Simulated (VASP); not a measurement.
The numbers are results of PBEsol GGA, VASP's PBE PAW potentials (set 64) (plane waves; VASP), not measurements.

VASP input:

**POSCAR**
```
TePt
1.0
  4.1110000000   0.0000000000   0.0000000000
 -2.0555000000   3.5602300000   0.0000000000
  0.0000000000   0.0000000000   5.4460000000
Pt Te
2 2
Cart
  0.0743597680  -0.0213400186  -0.0477178520
 -0.0105385485   0.0140807097   2.7988736720
 -0.0605509190   2.3936565564   1.3615599060
  2.0522296995   1.1738327526   4.0562842740
```

**KPOINTS**
```
Automatic
0
G
 5 5 3
0 0 0
```

INCAR:
```
SYSTEM = TePt
PREC = Accurate
ENCUT = 300
EDIFF = 1E-6
NELM = 100
ALGO = Normal
LREAL = .FALSE.
LASPH = .TRUE.
ISMEAR = 0
SIGMA = 0.136
GGA = PS
LMAXMIX = 6
LWAVE = .FALSE.
LCHARG = .FALSE.
ISIF = 2
```

POTCAR, in this order: Pt Te (PBE.64 set). Program: vasp_std.

Question: What will the output report for the number of irreducible k-points (NKPTS), largest plane-wave count, number of space-group operations, FFT grid (NGX, NGY, NGZ)?

Answer: 
```json
{
  "number of irreducible k-points (NKPTS)": "38",
  "largest_plane_wave_count": "947",
  "number_of_space_group_operations": "1",
  "FFT grid (NGX, NGY, NGZ)": "24 × 24 × 32"
}
```

The structure comes from a measured TePt entry of the Crystallography Open Database, whose conditions weren't checked. The cell was not relaxed at this level, atoms are displaced from their ideal sites. The k-mesh is coarse (spacing up to 0.38 per Å, 2π included), so the numbers may not be converged in it.
